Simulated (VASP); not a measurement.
# NiSb (Breithauptite): structure and properties in VASP, part 4 of 13

Aim: relax NiSb (Breithauptite), then compute properties on the relaxed cell. The start is a cell from a database of measured crystal structures.

VASP 6.6.1, plane waves and PAW; the level of theory is named at each step.

Still holding for the runs below: A U on the itinerant d states of such a compound is hard to justify; it moves the bands at the Fermi level.

So far. Step 3 (Magnetic start: antiferromagnetic within the cell): The energy lies -0.0 meV an atom from the first pattern, and both runs end without moments, so a difference comes from cell, mesh or thresholds alone. The moments fall under 0.1 μB, and the mesh shows no gap. Step 4 (Magnetic start: antiferromagnetic, q = (0, 0, 1/2)): The energy lies +5.2 meV an atom from the first pattern, and both runs end without moments, so a difference comes from cell, mesh or thresholds alone.

### Step 5. Magnetic start: antiferromagnetic, q = (1/2, 1/2, 1/2)

Level of this step: LDA, DFT+U (Ni d 4 eV), spin-polarised from an antiferromagnetic start; plane waves and PAW (Ni, Sb) (VASP).

Next, a pattern with opposite moments, which needs a doubled cell; q is given in the reciprocal vectors of the primitive cell.

Contents of INCAR:

```
SYSTEM = NiSb
PREC = Accurate
ENCUT = 400
EDIFF = 1E-06
NELM = 100
ISMEAR = 0
SIGMA = 0.05
LREAL = .FALSE.
ALGO = Normal
GGA = CA
NBANDS = 42
ISPIN = 2
MAGMOM = 1 -1 1 -1 0 0 0 0
LDAU = .TRUE.
LDAUTYPE = 2
LDAUL = 2 -1
LDAUU = 4 0
LDAUJ = 0 0
LDAUPRINT = 1
LASPH = .TRUE.
LMAXMIX = 4
LORBIT = 11
LWAVE = .FALSE.
LCHARG = .FALSE.
KPAR = 8
ISIF = 2
```

Contents of POSCAR:

```
NiSb
1.0
    7.8800000000      0.0000000000      0.0000000000
    1.9700000000      3.4121400909      0.0000000000
    3.9400000000      0.0000000000      5.1400000000
Ni Sb
4 4
Direct
    0.0000000000      0.0000000000      0.0000000000
    0.5000000000      0.0000000000      0.0000000000
    0.7500000000      0.0000000000      0.5000000000
    0.2500000000      0.0000000000      0.5000000000
    0.7083333333      0.6666666667      0.2500000000
    0.2083333333      0.6666666667      0.2500000000
    0.7916666667      0.3333333333      0.7500000000
    0.2916666667      0.3333333333      0.7500000000
```

Contents of KPOINTS:

```
Automatic mesh
0
Gamma
7 7 7
0 0 0
```

PAW data sets: Ni and Sb (LDA family, release 64).

Launch:

```sh
$ mpirun -np 8 vasp_std
```

The program printed:

```text
[... set-up lines as in an earlier step ...]
 entering main loop
       N       E                     dE             d eps       ncg     rms          rms(c)
DAV:   1     0.373194537569E+03    0.37319E+03   -0.20438E+04 10760   0.122E+03
DAV:   2    -0.942952561401E+01   -0.38262E+03   -0.36840E+03 11066   0.302E+02
DAV:   3    -0.385720214807E+02   -0.29142E+02   -0.28313E+02 12344   0.108E+02
DAV:   4    -0.393160726577E+02   -0.74405E+00   -0.74106E+00 12346   0.165E+01
DAV:   5    -0.393379300232E+02   -0.21857E-01   -0.21854E-01 14816   0.275E+00    0.152E+01
DAV:   6    -0.403463363995E+02   -0.10084E+01   -0.14345E+01 11984   0.523E+01    0.112E+01
DAV:   7    -0.387838785220E+02    0.15625E+01   -0.65309E+00 12282   0.408E+01    0.579E+00
DAV:   8    -0.387160198524E+02    0.67859E-01   -0.12856E+00 15214   0.925E+00    0.191E+00
DAV:   9    -0.387171499320E+02   -0.11301E-02   -0.31395E-01 12268   0.663E+00    0.710E-01
DAV:  10    -0.387197026857E+02   -0.25528E-02   -0.28637E-02 13192   0.206E+00    0.377E-01
DAV:  11    -0.387209144582E+02   -0.12118E-02   -0.74989E-03 14232   0.112E+00    0.305E-01
DAV:  12    -0.387207731331E+02    0.14133E-03   -0.23994E-03 12102   0.632E-01    0.107E-01
DAV:  13    -0.387207715255E+02    0.16076E-05   -0.54401E-04 14060   0.286E-01    0.388E-02
DAV:  14    -0.387207796174E+02   -0.80919E-05   -0.96173E-05 11654   0.964E-02    0.324E-02
DAV:  15    -0.387207808039E+02   -0.11866E-05   -0.10161E-05 13640   0.258E-02    0.187E-02
DAV:  16    -0.387207815632E+02   -0.75922E-06   -0.38510E-06 10250   0.142E-02
   1 F= -.38720782E+02 E0= -.38718223E+02  d E =-.511787E-02  mag=     0.0000
```

The job ended after 61 s (8 MPI ranks of AMD EPYC 9R45, shared host; peak memory 3.5 GiB; 7.1 min of CPU time).

From OUTCAR (step 5):

```text
   k-points           NKPTS =     64   k-points in BZ     NKDIM =     64   number of bands    NBANDS=     42

   ENCUT  =  400.0 eV  29.40 Ry    5.42 a.u.  12.85  6.43 10.56*2*pi/ulx,y,z

   NELECT =      60.0000    total number of electrons

atom =   1  type =  1  l = 2

 onsite density matrix

spin component  1

  0.8705 -0.0001  0.0002  0.0485 -0.0001
 -0.0001  0.8647  0.0002  0.0003  0.0485
  0.0002  0.0002  0.8867 -0.0003 -0.0001
  0.0485  0.0003 -0.0003  0.8644 -0.0001
 -0.0001  0.0485 -0.0001 -0.0001  0.8704

spin component  2

  0.8704 -0.0001  0.0002  0.0486 -0.0001
 -0.0001  0.8647  0.0002  0.0003  0.0485
  0.0002  0.0002  0.8867 -0.0003 -0.0001
  0.0486  0.0003 -0.0003  0.8643 -0.0001
 -0.0001  0.0485 -0.0001 -0.0001  0.8703

 occupancies and eigenvectors

  o =  0.8186  v =  0.0000  0.0000  0.0000  0.0000  0.0000 -0.5921 -0.3649  0.0054  0.6320  0.3418      0.0000  0.0000  0.0000  0.0000  0.0000  0.0000  0.0000  0.0000  0.0000  0.0000
  o =  0.8187  v = -0.5921 -0.3649  0.0054  0.6319  0.3419  0.0000  0.0000  0.0000  0.0000  0.0000      0.0000  0.0000  0.0000  0.0000  0.0000  0.0000  0.0000  0.0000  0.0000  0.0000
  o =  0.8190  v =  0.0000  0.0000  0.0000  0.0000  0.0000  0.3434 -0.6294  0.0000 -0.3634  0.5949      0.0000  0.0000  0.0000  0.0000  0.0000  0.0000  0.0000  0.0000  0.0000  0.0000
  o =  0.8192  v =  0.3435 -0.6294  0.0000 -0.3634  0.5949  0.0000  0.0000  0.0000  0.0000  0.0000      0.0000  0.0000  0.0000  0.0000  0.0000  0.0000  0.0000  0.0000  0.0000  0.0000
  o =  0.8867  v =  0.0000  0.0000  0.0000  0.0000  0.0000 -0.0043 -0.0013 -1.0000  0.0023  0.0025      0.0000  0.0000  0.0000  0.0000  0.0000  0.0000  0.0000  0.0000  0.0000  0.0000
  o =  0.8867  v = -0.0044 -0.0013 -1.0000  0.0023  0.0025  0.0000  0.0000  0.0000  0.0000  0.0000      0.0000  0.0000  0.0000  0.0000  0.0000  0.0000  0.0000  0.0000  0.0000  0.0000
  o =  0.9160  v =  0.0000  0.0000  0.0000  0.0000  0.0000 -0.6320  0.3418  0.0018 -0.5921  0.3649      0.0000  0.0000  0.0000  0.0000  0.0000  0.0000  0.0000  0.0000  0.0000  0.0000
  o =  0.9160  v = -0.6319  0.3419  0.0019 -0.5922  0.3649  0.0000  0.0000  0.0000  0.0000  0.0000      0.0000  0.0000  0.0000  0.0000  0.0000  0.0000  0.0000  0.0000  0.0000  0.0000
  o =  0.9161  v =  0.0000  0.0000  0.0000  0.0000  0.0000  0.3634  0.5949 -0.0000  0.3434  0.6294      0.0000  0.0000  0.0000  0.0000  0.0000  0.0000  0.0000  0.0000  0.0000  0.0000
  o =  0.9162  v =  0.3634  0.5949 -0.0000  0.3435  0.6294  0.0000  0.0000  0.0000  0.0000  0.0000      0.0000  0.0000  0.0000  0.0000  0.0000  0.0000  0.0000  0.0000  0.0000  0.0000

atom =   2  type =  1  l = 2

 onsite density matrix

spin component  1

spin component  2

 occupancies and eigenvectors

  o =  0.8186  v = -0.5921 -0.3649  0.0054  0.6320  0.3418  0.0000  0.0000  0.0000  0.0000  0.0000      0.0000  0.0000  0.0000  0.0000  0.0000  0.0000  0.0000  0.0000  0.0000  0.0000
  o =  0.8187  v =  0.0000  0.0000  0.0000  0.0000  0.0000 -0.5921 -0.3649  0.0054  0.6319  0.3419      0.0000  0.0000  0.0000  0.0000  0.0000  0.0000  0.0000  0.0000  0.0000  0.0000
  o =  0.8190  v =  0.3434 -0.6294  0.0000 -0.3634  0.5949  0.0000  0.0000  0.0000  0.0000  0.0000      0.0000  0.0000  0.0000  0.0000  0.0000  0.0000  0.0000  0.0000  0.0000  0.0000
  o =  0.8192  v =  0.0000  0.0000  0.0000  0.0000  0.0000  0.3435 -0.6294  0.0000 -0.3634  0.5949      0.0000  0.0000  0.0000  0.0000  0.0000  0.0000  0.0000  0.0000  0.0000  0.0000
  o =  0.8867  v = -0.0043 -0.0013 -1.0000  0.0023  0.0025  0.0000  0.0000  0.0000  0.0000  0.0000      0.0000  0.0000  0.0000  0.0000  0.0000  0.0000  0.0000  0.0000  0.0000  0.0000
  o =  0.8867  v =  0.0000  0.0000  0.0000  0.0000  0.0000 -0.0044 -0.0013 -1.0000  0.0023  0.0025      0.0000  0.0000  0.0000  0.0000  0.0000  0.0000  0.0000  0.0000  0.0000  0.0000
[...]
occupancies and eigenvectors

  o =  0.8186  v = -0.5921  0.3649  0.0054 -0.6320  0.3418  0.0000  0.0000  0.0000  0.0000  0.0000      0.0000  0.0000  0.0000  0.0000  0.0000  0.0000  0.0000  0.0000  0.0000  0.0000
  o =  0.8187  v =  0.0000  0.0000  0.0000  0.0000  0.0000 -0.5921  0.3649  0.0054 -0.6319  0.3419      0.0000  0.0000  0.0000  0.0000  0.0000  0.0000  0.0000  0.0000  0.0000  0.0000
  o =  0.8190  v =  0.3434  0.6294  0.0000  0.3634  0.5949  0.0000  0.0000  0.0000  0.0000  0.0000      0.0000  0.0000  0.0000  0.0000  0.0000  0.0000  0.0000  0.0000  0.0000  0.0000
  o =  0.8192  v =  0.0000  0.0000  0.0000  0.0000  0.0000  0.3435  0.6294  0.0000  0.3634  0.5949      0.0000  0.0000  0.0000  0.0000  0.0000  0.0000  0.0000  0.0000  0.0000  0.0000
  o =  0.8867  v = -0.0043  0.0013 -1.0000 -0.0023  0.0025  0.0000  0.0000  0.0000  0.0000  0.0000      0.0000  0.0000  0.0000  0.0000  0.0000  0.0000  0.0000  0.0000  0.0000  0.0000
  o =  0.8867  v =  0.0000  0.0000  0.0000  0.0000  0.0000 -0.0044  0.0013 -1.0000 -0.0023  0.0025      0.0000  0.0000  0.0000  0.0000  0.0000  0.0000  0.0000  0.0000  0.0000  0.0000
  o =  0.9160  v = -0.6320 -0.3418  0.0018  0.5921  0.3649  0.0000  0.0000  0.0000  0.0000  0.0000      0.0000  0.0000  0.0000  0.0000  0.0000  0.0000  0.0000  0.0000  0.0000  0.0000
  o =  0.9160  v =  0.0000  0.0000  0.0000  0.0000  0.0000 -0.6319 -0.3419  0.0019  0.5922  0.3649      0.0000  0.0000  0.0000  0.0000  0.0000  0.0000  0.0000  0.0000  0.0000  0.0000
  o =  0.9161  v =  0.3634 -0.5949 -0.0000 -0.3434  0.6294  0.0000  0.0000  0.0000  0.0000  0.0000      0.0000  0.0000  0.0000  0.0000  0.0000  0.0000  0.0000  0.0000  0.0000  0.0000
  o =  0.9162  v =  0.0000  0.0000  0.0000  0.0000  0.0000  0.3634 -0.5949 -0.0000 -0.3435  0.6294      0.0000  0.0000  0.0000  0.0000  0.0000  0.0000  0.0000  0.0000  0.0000  0.0000

 E-fermi :   9.4812

 spin component 1
 k-point     1 :       0.0000    0.0000    0.0000
  band No.  band energies     occupation
    ...
     23       7.2683      1.00000
     24       7.2683      1.00000
     25       7.7988      1.00000
     26       7.7993      1.00000
     27       9.1367      1.00000
     28       9.7466      0.00000
     29       9.7466      0.00000
     30      10.3377      0.00000
     31      10.3406      0.00000
     32      11.2206      0.00000
    ...

 k-point     2 :       0.1429    0.0000    0.0000
  band No.  band energies     occupation
    ...
     24       7.5162      1.00000
     25       7.7496      1.00000
     26       7.7587      1.00000
     27       9.0977      1.00000
     28       9.3744      0.99874
     29       9.8162      0.00000
     30      10.1044      0.00000
     31      10.2986      0.00000
     32      10.7790      0.00000
     33      11.5596      0.00000
    ...

  Total       -8.9613561     -8.9102284     -8.4096302      0.0442778      0.0000000      0.0000000
  in kB     -103.8886558   -103.2959349    -97.4925191      0.5133114      0.0000000      0.0000000
  external PRESSURE =    -101.5590366 kB  Pullay stress =       0.0000000 kB

 POSITION                                       TOTAL-FORCE (eV/Angst)
 -----------------------------------------------------------------------------------
      0.00000      0.00000      0.00000         0.000001     -0.000000      0.000013
      3.94000      0.00000      0.00000         0.000001     -0.000000      0.000013
      7.88000      0.00000      2.57000         0.000001     -0.000000     -0.000013
      3.94000      0.00000      2.57000         0.000001     -0.000000     -0.000013
      7.88000      2.27476      1.28500         0.023619     -0.013636     -0.000000
      3.94000      2.27476      1.28500         0.023619     -0.013636     -0.000000
      9.85000      1.13738      3.85500        -0.023620      0.013637     -0.000000
      5.91000      1.13738      3.85500        -0.023620      0.013637     -0.000000
 -----------------------------------------------------------------------------------
    total drift:                                0.000005     -0.000003      0.000000

  FREE ENERGIE OF THE ION-ELECTRON SYSTEM (eV)
  ---------------------------------------------------
  free  energy   TOTEN  =       -38.7207815632 eV

  energy  without entropy=      -38.7156636921  energy(sigma->0) =      -38.71822263

 magnetization (x)
# of ion       s       p       d       tot
------------------------------------------
    1        0.000   0.000   0.000   0.000
    2       -0.000  -0.000  -0.000  -0.000
    3        0.000   0.000   0.000   0.000
    4       -0.000  -0.000  -0.000  -0.000
    5        0.000  -0.000  -0.000  -0.000
    6       -0.000   0.000   0.000   0.000
    7        0.000   0.000   0.000   0.000
    8        0.000   0.000   0.000   0.000
--------------------------------------------------
tot          0.000   0.000   0.000   0.000

[... 15 further parts left out ...]
```

This step gave:

- irreducible k-points: 64
- symmetry operations: 4
- free energy (TOTEN): -38.72 eV
- energy at zero smearing: -38.72 eV
- Fermi energy: 9.481 eV
- pressure: -10.16 GPa

The energy lies +2.4 meV an atom from the first pattern, and both runs end without moments, so a difference comes from cell, mesh or thresholds alone. The moments fall under 0.1 μB, and the mesh shows no gap.

(Part 4 of 13 ends here.)

[Lines on the potential files, build, host, timing and source positions are cut from VASP's logs without a mark.]

[Logs are printed without paths, hosts, clocks, repeated set-up lines and the standing remarks that a program may print on its own settings, such as how far it seeks lower states.]

[Hosts, paths, dates, database ids (printed as entryN), source tags and the programs' standing remarks are cut or masked in the printed files.]

[A measured line is paired with the nearest computed mode of its activity, which favours agreement.]

[In band tables of VASP the shares of atoms and orbitals are scaled to a sum of 1 inside the atoms' spheres.]
